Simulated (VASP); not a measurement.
Given:

```cif
data_CdS
_chemical_formula_sum 'Cd1 S1'
_space_group_name_H-M_alt 'P 1'
_space_group_IT_number 1
_cell_length_a 4.25551
_cell_length_b 4.25551
_cell_length_c 4.25551
_cell_angle_alpha 60.000
_cell_angle_beta 60.000
_cell_angle_gamma 60.000
loop_
_space_group_symop_operation_xyz
  'x, y, z'
loop_
_atom_site_label
_atom_site_type_symbol
_atom_site_fract_x
_atom_site_fract_y
_atom_site_fract_z
_atom_site_occupancy
Cd1 Cd 0.00000 0.00000 0.00000 1
S1 S 0.25000 0.25000 0.25000 1
```

These are RPBE GGA, VASP's PBE PAW potentials (set 64) (plane waves; VASP 6.6.1) values and carry that method's errors. Numerical set-up: 520 eV cut-off, 8×8×8 Γ-centred mesh, Gaussian smearing of 0.050 eV, potentials Cd S.

Q: Give the energy at these volumes per atom, relative to the lowest: 25.57, 26.39, 27.21, 28.02, 28.84 Å³.

A: 16.9, 4.2, 0.0, 3.1, 12.2 meV/atom. A third-order Birch-Murnaghan fit gives B0 = 46.9 GPa and B0′ = 4.6.

Measured: a 5.832 Å (computed value off by +3.2 %), as given by arXiv:1206.3780. The calculation is for a static lattice, while the measured a holds thermal and zero-point effects, which are part of the difference.

The compound is CdS in the zinc blende structure, a metastable form; wurtzite is the usual one. It was relaxed first, which changed the volume by +11 %.
